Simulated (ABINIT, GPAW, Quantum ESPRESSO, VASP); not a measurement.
# Code comparison for TaOs3 (Pm-3m, 4 atoms in the cell)

Self-consistent single point, at a second geometry (lattice scaled by 0.98). First geometry:

```
CELL_PARAMETERS angstrom
      3.91497     0.00000     0.00000
      0.00000     3.91497     0.00000
      0.00000     0.00000     3.91497
ATOMIC_POSITIONS crystal
  Ta 0.00000 0.00000 0.00000
  Os 0.00000 0.50000 0.50000
  Os 0.50000 0.00000 0.50000
  Os 0.50000 0.50000 0.00000
```

Shared settings, as Quantum ESPRESSO writes them: occupations = smearing; smearing = fermi-dirac; degauss = 0.0073499 Ry; K_POINTS = automatic 7 7 7 0 0 0. Potentials and cutoffs stand in the table.

| code | model | ΔF from the first geometry (meV/atom) | pressure (GPa) | cutoff |
|---|---|---|---|---|
| ABINIT | PBEsol, norm-conserving pseudopotentials (PseudoDojo nc-sr-04 PBEsol standard) | 25.3 | 16.68 | 37 Ha |
| GPAW | PBEsol, GPAW PAW datasets PBEsol (made by gpaw-setup) | 19.0 | 15.36 | 550 eV |
| Quantum ESPRESSO | PBEsol, PseudoDojo standard norm-conserving (PBESOL) pseudopotentials | 25.3 | 16.69 | 75 Ry |
| VASP | PBEsol, VASP's PBE PAW potentials (set 64) | 28.5 | 16.76 | 300 eV |

For VASP (by 0.9 GPa) the energy change implies a higher mean pressure, against the two pressures, than for the other programs: a sign of finite-basis (Pulay) stress.

On ABINIT's run: spin-orbit coupling is off. Spin polarisation is off.

The spread over the programs that give each value: ΔF from the first geometry within 9.5 meV/atom; pressure within 1.40 GPa.

In the pressure, GPAW (by 1.33) lies more than 1 GPa from the median of the plane-wave programs.

VASP's run is marked for a possible Pulay error in its stress at this cutoff; no cutoff test was made.

The starting cell comes from a database of computed structures (which also holds hypothetical and non-ambient phases and stackings), without a prior relaxation at this level. For this run, on top of that: lattice scaled by 0.98.

Left out of this page: Ansatz, CP2K, Elk, FLEUR and SIESTA (not drawn, or without a comparable value).
